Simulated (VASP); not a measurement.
Input:

```xyz
4
Lattice="1.5588 -2.6999 0.0000 1.5588 2.6999 0.0000 0.0000 0.0000 4.9915" Properties=species:S:1:pos:R:3 pbc="T T T"
Al     1.5588    -0.9000     2.4959
Al     1.5588     0.9000     0.0002
N      1.5588    -0.9000     4.4023
N      1.5588     0.9000     1.9065
```

All values below come from revTPSS meta-GGA, VASP's PBE PAW potentials (set 64) (plane waves; VASP). Settings: 520 eV cut-off, 9×9×5 Γ-centred mesh, tetrahedra with Blöchl corrections, potentials Al N.

**Question.** Estimate the energy per atom (σ→0), band gap (over mesh and band path) with the smallest direct gap where there is one.

**Answer.** 
```yaml
band gap (over mesh and band path): 4.11 eV
smallest direct gap (over mesh and band path): 4.11 eV
energy per atom (σ→0): -8.959 eV/atom
```

The absolute energy has meaning only against runs of the same code, potentials and settings.

The compound is AlN in the wurtzite structure. It was relaxed first.
